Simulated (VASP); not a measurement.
A VASP calculation is set up with these files.

KPOINTS:
```
Automatic mesh
0
Gamma
 12 12 7
```

**INCAR**
```
ALGO  =  Normal
EDIFF  =  1E-6
EDIFFG  =  -0.02
ENCUT  =  500
IBRION  =  2
ISIF  =  3
ISMEAR  =  1
LASPH  =  T
LCHARG  =  F
LMAXMIX  =  4
LREAL  =  F
LWAVE  =  F
NELM  =  100
NSW  =  40
PREC  =  Accurate
PSTRESS  =  50
SIGMA  =  0.1
SYSTEM  =  Tl
```

POSCAR:
```
Tl
1
    1.7289588365    -2.9946446514     0.0000000000
    1.7289588365     2.9946446514     0.0000000000
    0.0000000000     0.0000000000     5.3007040873
Tl
2
Direct
  0.3333330000   0.6666670000   0.2500000000
  0.6666670000   0.3333330000   0.7500000000
```

POTCAR, in this order: Tl_d (LDA.64 set). Program: vasp_std.

Q: Translate this LDA calculation to Quantum ESPRESSO's pw.x.

A: One equivalent input (not run):
```
&CONTROL
  calculation = 'vc-relax'
  pseudo_dir = './pseudo'
  outdir = './out'
  tprnfor = .true.
  tstress = .true.
  nstep = 40
  forc_conv_thr = 0.00078
/
&SYSTEM
  ibrav = 0
  nat = 2
  ntyp = 1
  ecutwfc = 62
  occupations = 'smearing'
  smearing = 'methfessel-paxton'
  degauss = 0.00735
  input_dft = 'pz'
/
&ELECTRONS
  conv_thr = 7.3e-08
  electron_maxstep = 100
/
&IONS
/
&CELL
  press = 50
/
ATOMIC_SPECIES
  Tl 204.380 Tl.upf
CELL_PARAMETERS angstrom
     1.7289588   -2.9946447    0.0000000
     1.7289588    2.9946447    0.0000000
     0.0000000    0.0000000    5.3007041
ATOMIC_POSITIONS crystal
  Tl   0.3333330  0.6666670  0.2500000
  Tl   0.6666670  0.3333330  0.7500000
K_POINTS automatic
  12 12 7 0 0 0
```
Limits of the translation: the potentials are each code's own (VASP's PAW set, PseudoDojo norm-conserving files in pw.x), so ENCUT and ecutwfc are chosen apart and not converted; conv_thr bounds pw.x's estimated SCF error, while EDIFF bounds the energy change between steps; forc_conv_thr acts on force components and is met together with etot_conv_thr.

The compound is Tl in the hcp structure. This run relaxes it under an external pressure of 5 GPa. Symmetry was kept, so distortions that lower it aren't found.
